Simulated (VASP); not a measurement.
Crystal: Be3CdSe4.

```
Be Cd Se
1.0
    -2.67275    2.67275    5.33613
     2.67275   -2.67275    5.33613
     2.67275    2.67275   -5.33613
Be Cd Se
3 1 4
Direct
  0.25000 0.75000 0.50000
  0.75000 0.25000 0.50000
  0.50000 0.50000 0.00000
  0.00000 0.00000 0.00000
  0.61685 0.61685 0.49154
  0.38315 0.87469 0.00000
  0.12531 0.12531 0.50846
  0.87469 0.38315 0.00000
```

The cell was built by a generator and needn't be a form met in nature.

* Program: VASP 6.6.1
* Task: relaxation of cell and atoms
* Functional: PBE
* Potentials or basis: VASP PAW PBE potentials, release 64 (Be, Cd, Se)
* Cutoff: 520 eV
* k mesh: 4 × 4 × 4
* Occupations: gaussian, width 0.15 eV
* Spin: no spin polarisation

At the start: pressure 7.7 GPa; volume 19.06 Å³/atom.

Question: How do energy, volume and symmetry change on relaxing?

Answer: Over 6 steps the energy falls by 173.6 meV/atom and the volume is 20.01 Å³/atom (+5.0 %); space group I-42m (No. 121, to 0.05 Å).

The path:
```csv
step,energy change (eV),largest force (eV/Å),pressure (GPa),volume (Å³)
1,0.0000,3.3749,7.72,152.48
2,-1.1557,0.3619,-4.27,173.66
3,-1.1902,0.6586,-2.96,169.94
4,-1.3621,0.3117,-0.75,162.58
5,-1.3821,0.1515,0.50,159.20
6,-1.3889,0.0451,0.04,160.09
```

Final structure:
```
CELL_PARAMETERS angstrom
-2.72197 2.72197 5.40170
2.72197 -2.72197 5.40170
2.72197 2.72197 -5.40170
ATOMIC_POSITIONS crystal
Be 0.25000 0.75000 0.50000
Be 0.75000 0.25000 0.50000
Be 0.50000 0.50000 0.00000
Cd 0.00000 0.00000 0.00000
Se 0.58378 0.58378 0.44224
Se 0.41622 0.85846 0.00000
Se 0.14154 0.14154 0.55776
Se 0.85846 0.41622 0.00000
```
